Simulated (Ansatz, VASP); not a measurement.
# PPt5 (Pt(100), 5 layers, one monolayer of P on bridge sites): VASP beside Ansatz, part 2 of 2

Aim: how closely do two programs agree when they are given the same cell, functional and k mesh? Of the first pair: The structure shown is the start of the Ansatz relaxation below; VASP solves that cell, so the two are compared at the walk's first step.

VASP 6.6.1 and Ansatz 0.2.0.

So far: The starting structure; Ansatz: relaxation, PBE; VASP: single point, PBE, start cell, pair 1.

**4. Differences**

Known differences besides the potentials themselves: the data sets hold 95 valence electrons in Ansatz (on its default PAW (the set named soft_2) files) and 55 in VASP; the cutoff is 420 eV in Ansatz and 400 eV in VASP. Total energies have different zeros and are not compared.

Forces (eV/Å; atoms numbered as in POSCAR):

| atom | Ansatz x, y, z | VASP x, y, z |
| --- | --- | --- |
| Pt1 | 0.000, 0.000, -0.128 | 0.000, 0.000, -0.111 |
| Pt2 | 0.000, 0.000, -0.331 | 0.000, 0.000, -0.326 |
| Pt3 | 0.000, 0.000, -0.100 | 0.000, 0.000, -0.101 |
| Pt4 | 0.000, 0.000, -0.478 | 0.000, 0.000, -0.475 |
| Pt5 | 0.000, 0.000, 1.819 | 0.000, 0.000, 1.815 |
| P6 | 0.000, 0.000, -0.784 | 0.000, 0.000, -0.802 |

The forces differ by 6.0 meV/Å r.m.s., which is 1.2 % of the r.m.s. force of 0.488 eV/Å (both taken over all components). With vacuum in the cell, a pressure given here is an average over mostly empty space and none of the material.

**5. Ansatz: relaxation, PBE**

This run makes the geometry at which the two programs are then compared.

The structure compared here is the end of the Ansatz relaxation.

Input file input.yaml:

```yaml
crystal:
  lattice:
    - [2.7718585823, 0.0, 0.0]
    - [0.0, 2.7718585823, 0.0]
    - [0.0, 0.0, 26.84]
  atoms:
    - { symbol: Pt, position: [0.0, 0.0, 0.3092399404] }
    - { symbol: Pt, position: [0.5, 0.5, 0.3822652757] }
    - { symbol: Pt, position: [0.0, 0.0, 0.455290611] }
    - { symbol: Pt, position: [0.5, 0.5, 0.5283159463] }
    - { symbol: Pt, position: [0.0, 0.0, 0.6013412817] }
    - { symbol: P, position: [0.5, 0.0, 0.6757086826] }
kpoints:
  mp_grid: { grid: [10, 10, 1] }
hamiltonian:
  xc: pbe
scf:
  occupations: { method: fermi_dirac, width: 0.1 }
  convergence: { dr2_threshold: 1.0e-08 }
efield:
  axis: 3
  dipole_correction: true
  ramp_position: 0.97
  ramp_width: 0.04
relax:
  f_tol: 0.01
  constraints: [{ sites: [0, 1, 2] }]
output:
  write_potential: true
  write_density: true
  volumetric_format: npy
```

Run with:

```sh
$ ansatz run input.yaml --threads 4 --pin off --max-ram 8192MiB --backend cpu --events-out ev --progress --plain --runs-dir out
```

Numbers of over 12 decimals in the logs are rounded to 6 here.

The log of the run:

```text
[...]
Crystal: 6 atoms, lattice volume = 206.217 Å³
Basis set: ecut = 420 eV, 4101 PW (Γ), exchange–correlation on 40×40×360 points (8 copies of the dense FFT grid, shifted against one another)
Bands: 57, of which v1, the nominal top of the filled ones, is band 48 counted from 1 (47 counted from 0)
Symmetry: 4 space group operations
[...]
F+E_penalty+E_count = -63369.97086293 eV   max|allowed force component| = 6.488e-3 eV/Å
  atoms:
    - { symbol: Pt, position: [0.0, 0.0, 0.309240] }
    - { symbol: Pt, position: [0.5, 0.5, 0.382265] }
    - { symbol: Pt, position: [0.0, 0.0, 0.455291] }
    - { symbol: Pt, position: [0.5, 0.5, 0.530885] }
    - { symbol: Pt, position: [1.403741136016336e-17, 0.0, 0.610046] }
    - { symbol: P, position: [0.5, 0.0, 0.679876] }
[key lines of the parts left out:]
SCF converged after 8 iterations
Free energy (F): -63369.970863 eV
Fermi energy:    6.322220 eV
Dipole field:    D = 0.026727 V/Å  (p = 0.030459 e·Å, saw-weighted, corrected)
Work function:   Φ+ = 4.9257 eV   Φ− = 5.6431 eV
```

**6. VASP: single point, PBE, relaxed cell, pair 2**

The same cell, functional, mesh and smearing now go to VASP, with its own data sets.

Input file INCAR:

```
SYSTEM = PPt5
PREC = Accurate
ENCUT = 400
EDIFF = 1E-06
NELM = 120
ISMEAR = -1
SIGMA = 0.1
LREAL = .FALSE.
ALGO = Normal
GGA = PE
NBANDS = 34
LASPH = .TRUE.
LORBIT = 11
LWAVE = .FALSE.
LCHARG = .FALSE.
ISIF = 2
LDIPOL = .TRUE.
IDIPOL = 3
DIPOL = 0.5 0.5 0.494
LVHAR = .TRUE.
GGA_COMPAT = .FALSE.
NELMDL = -8
KPAR = 2
```

Input file POSCAR:

```
PPt5
1.0
    2.7718585823      0.0000000000      0.0000000000
    0.0000000000      2.7718585823      0.0000000000
    0.0000000000      0.0000000000     26.8400000000
Pt P
5 1
Direct
    0.0000000000      0.0000000000      0.3092399404
    0.5000000000      0.5000000000      0.3822652757
    0.0000000000      0.0000000000      0.4552906110
    0.5000000000      0.5000000000      0.5308849798
    0.0000000000      0.0000000000      0.6100463883
    0.5000000000      0.0000000000      0.6798755211
```

Input file KPOINTS:

```
Automatic mesh
0
Gamma
10 10 1
0 0 0
```

The projector-augmented-wave data sets are Pt and P (PBE family, release 64).

Run with:

```sh
$ mpirun -np 2 vasp_std
```

The log of the run:

```text
[... set-up lines as in an earlier step ...]
 entering main loop
       N       E                     dE             d eps       ncg     rms          rms(c)
DAV:   1     0.324331249263E+03    0.32433E+03   -0.21500E+04  2456   0.112E+03
DAV:   2    -0.180680264959E+02   -0.34240E+03   -0.32769E+03  3140   0.256E+02
DAV:   3    -0.367060881827E+02   -0.18638E+02   -0.17987E+02  3008   0.571E+01
DAV:   4    -0.373024572683E+02   -0.59637E+00   -0.59008E+00  3118   0.103E+01
[...]
DAV:  36    -0.350985747871E+02   -0.34752E-05   -0.51227E-07  1608   0.390E-03    0.195E-03
DAV:  37    -0.350985779881E+02   -0.32009E-05   -0.42680E-07  1676   0.274E-03    0.167E-03
DAV:  38    -0.350985788216E+02   -0.83357E-06   -0.14413E-07  1522   0.192E-03
   1 F= -.35098579E+02 E0= -.34967937E+02  d E =-.261283E+00
```

From OUTCAR (step 6):

```text
  Total        1.7900196     -1.5321877      0.8348987      0.0000000      0.0000000      0.0000000
  in kB       13.9073284    -11.9041366      6.4866386      0.0000000      0.0000000      0.0000000
  external PRESSURE =       2.8299435 kB  Pullay stress =       0.0000000 kB

 POSITION                                       TOTAL-FORCE (eV/Angst)
 -----------------------------------------------------------------------------------
      0.00000      0.00000      8.30000         0.000000      0.000000     -0.097342
      1.38593      1.38593     10.26000         0.000000      0.000000     -0.309464
      0.00000      0.00000     12.22000         0.000000      0.000000      0.422291
      1.38593      1.38593     14.24895         0.000000      0.000000     -0.005151
      0.00000      0.00000     16.37365         0.000000      0.000000      0.008535
      1.38593      0.00000     18.24786         0.000000      0.000000     -0.018869
 -----------------------------------------------------------------------------------
    total drift:                                0.000000      0.000000      0.000403

  FREE ENERGIE OF THE ION-ELECTRON SYSTEM (eV)
  ---------------------------------------------------
  free  energy   TOTEN  =       -35.0985788216 eV

  energy  without entropy=      -34.8372953245  energy(sigma->0) =      -34.96793707

[... 2 parts as in an earlier step ...]

[... 1 further part left out ...]
[key lines of the parts left out:]
E-fermi :   1.7866
```

**7. Differences**

What differs besides the data sets and the points named for the pairs above, as far as they apply: the data sets hold 95 valence electrons in Ansatz (on its default PAW (the set named soft_2) files) and 55 in VASP. Total energies have different zeros and are not compared.

The two programs side by side:

| quantity | Ansatz | VASP | difference |
| --- | --- | --- | --- |
| work function, lower of the two faces (eV) | 4.93 | 4.92 | +0.01 |
| work function, higher of the two faces (eV) | 5.64 | 5.65 | 0.00 |

Forces (eV/Å; atoms numbered as in POSCAR):

| atom | Ansatz x, y, z | VASP x, y, z |
| --- | --- | --- |
| Pt1 | 0.000, 0.000, -0.114 | 0.000, 0.000, -0.097 |
| Pt2 | 0.000, 0.000, -0.314 | 0.000, 0.000, -0.309 |
| Pt3 | 0.000, 0.000, 0.428 | 0.000, 0.000, 0.422 |
| Pt4 | 0.000, 0.000, -0.004 | 0.000, 0.000, -0.005 |
| Pt5 | 0.000, 0.000, 0.006 | 0.000, 0.000, 0.009 |
| P6 | 0.000, 0.000, -0.003 | 0.000, 0.000, -0.019 |

The forces differ by 5.8 meV/Å r.m.s., which is 4.6 % of the r.m.s. force of 0.126 eV/Å (both taken over all components). With vacuum in the cell, a pressure given here is an average over mostly empty space and none of the material.

**8. Results**

```yaml
r_m_s_force_difference_single_point_pbe_start_cell_pair_1: 1.2 % of the r.m.s. force
r_m_s_force_difference_single_point_pbe_relaxed_cell_pair_2: 5.8 meV/Å
```

The r.m.s. force difference is 5.8 meV/Å (single point, PBE, relaxed cell, pair 2), within the 12 meV/Å picked in this series as the mark of a large difference. The data sets hold unlike numbers of valence electrons (95 in Ansatz and 55 in VASP), so part of the differences comes from the potentials. How closely two codes agree says nothing of how well the functional describes the real material.

[Lines on the potential files, build, host, timing and source positions are cut from VASP's logs without a mark.]

[Logs are printed without paths, hosts, clocks, repeated set-up lines and the standing remarks that a program may print on its own settings, such as how far it seeks lower states.]

[Hosts, paths, dates, database ids (printed as entryN), source tags and the programs' standing remarks are cut or masked in the printed files.]
